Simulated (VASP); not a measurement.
Given:

```yaml
crystal:
  lattice:
    - [0.00000, 1.80977, 1.80977]
    - [1.80977, 0.00000, 1.80977]
    - [1.80977, 1.80977, 0.00000]
  atoms:
    - { symbol: B, position: [0.00000, 0.00000, 0.00000] }
    - { symbol: N, position: [0.25000, 0.25000, 0.25000] }
```

The numbers are results of vdW-DF-cx, VASP's PBE PAW potentials (set 64) (plane waves; VASP 6.6.1), not measurements. Numerical set-up: 520 eV cut-off, 12×12×12 Γ-centred mesh, Gaussian smearing of 0.050 eV, potentials B N.

Predict the energy per atom (σ→0), band gap (on the k-mesh) with the smallest direct gap where there is one.

The band gap (on the k-mesh) is 4.41 eV, the smallest direct gap (on the k-mesh) is 8.84 eV and the energy per atom (σ→0) is -7891 meV/atom.

Total energies compare only between runs with the same potentials, cut-off and functional.

The compound is BN in the zinc blende structure. It was relaxed first.
